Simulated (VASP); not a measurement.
An input for Quantum ESPRESSO's pw.x (written as the equivalent of a VASP run, and not itself run):

```
&CONTROL
  calculation = 'vc-relax'
  pseudo_dir = './pseudo'
  outdir = './out'
  tprnfor = .true.
  tstress = .true.
  nstep = 60
  forc_conv_thr = 0.00078
/
&SYSTEM
  ibrav = 0
  nat = 4
  ntyp = 2
  ecutwfc = 88
  occupations = 'smearing'
  smearing = 'methfessel-paxton'
  degauss = 0.00735
  input_dft = 'pbe'
/
&ELECTRONS
  conv_thr = 7.3e-08
  electron_maxstep = 100
/
&IONS
/
&CELL
/
ATOMIC_SPECIES
  Rh 102.906 Rh.upf
  Te 127.600 Te.upf
CELL_PARAMETERS angstrom
     4.1052442    0.0000000    0.0000000
    -2.0526221    3.5552461   -0.0000000
     0.0000000    0.0000000    7.0714207
ATOMIC_POSITIONS crystal
  Rh   0.3333330  0.6666670  0.0054695
  Rh   0.6666670  0.3333330  0.5054695
  Te   0.3333330  0.6666670  0.3695305
  Te   0.6666670  0.3333330  0.8695305
K_POINTS automatic
  8 8 4 0 0 0
```

Q: Write the VASP files for the same calculation (PBE).

A: This is not unique; one that fits is 
File KPOINTS:
```
Automatic mesh
0
Gamma
8 8 4
0 0 0
```

INCAR:
```
! general
SYSTEM  = RhTe
PREC    = Accurate
ENCUT   = 400
LREAL   = .FALSE.
LASPH   = .TRUE.

! electronic loop
EDIFF   = 1E-6
NELM    = 100
ALGO    = Normal
LMAXMIX = 4

! smearing
ISMEAR  = 1
SIGMA   = 0.1

! functional
GGA     = PE

! ions
IBRION  = 2
NSW     = 60
ISIF    = 3
EDIFFG  = -0.02

! output
LWAVE   = .FALSE.
LCHARG  = .FALSE.
```

File POSCAR:
```
RhTe
1.0
  4.1052442435   0.0000000000   0.0000000000
 -2.0526221218   3.5552461138   0.0000000000
  0.0000000000   0.0000000000   7.0714207308
Rh Te
2 2
Cartesian
 -0.0000020527   2.3701652609   0.0386769455
  2.0526241744   1.1850808529   3.5743873109
 -0.0000020527   2.3701652609   2.6131058286
  2.0526241744   1.1850808529   6.1488161940
```

POTCAR, in this order: Rh_pv Te (PBE.64 set). Program: vasp_std.

The two are equivalent in intent, not identical: the potentials are each code's own (VASP's PAW set, PseudoDojo norm-conserving files in pw.x), so ENCUT and ecutwfc are chosen apart and not converted; conv_thr bounds pw.x's estimated SCF error, while EDIFF bounds the energy change between steps; forc_conv_thr acts on force components and is met together with etot_conv_thr.

The structure was generated: RhTe was put into the wurtzite type (P6_3mc), which need not be its known phase. This run relaxes it. Symmetry was kept, so distortions that lower it aren't found. The start is the result of an earlier pass.
